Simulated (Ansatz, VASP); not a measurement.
# ZnCd3 in VASP and in Ansatz

```
Cd Zn
1.0
    -2.10331    2.10331    4.26206
     2.10331   -2.10331    4.26206
     2.10331    2.10331   -4.26206
Cd Zn
3 1
Cartesian
  0.0000 0.0000 4.2621
  2.1033 0.0000 2.1310
  0.0000 2.1033 2.1310
  0.0000 0.0000 0.0000
```

Alike in both runs: task single point; functional PBEsol; k mesh 6 × 6 × 6; occupations gaussian, width 0.1 eV; no spin polarisation.

|  | VASP | Ansatz |
| --- | --- | --- |
| version | VASP 6.6.1 | Ansatz 0.2.0 |
| potentials or method | VASP PAW PBE potentials, release 64 (Cd, Zn) | scalar-relativistic, plane waves, PAW |
| plane-wave cutoff (eV) | 520 | 420 |
| valence electrons in the cell | 48 | 72 |

```csv
,VASP,Ansatz,Ansatz less VASP
gap on the k mesh at the Fermi level (eV),none,none,-
pressure (GPa),2.5,2.1,-0.42
largest component of the traceless stress (GPa),1.42,1.42,-0.001
```

A gap of «none» marks a metal or a gap that the smearing closes. The two sets of potentials don't hold the same shells in valence.

Caveats: the PAW data sets were made with another functional, which shifts forces and pressure a little (VASP).
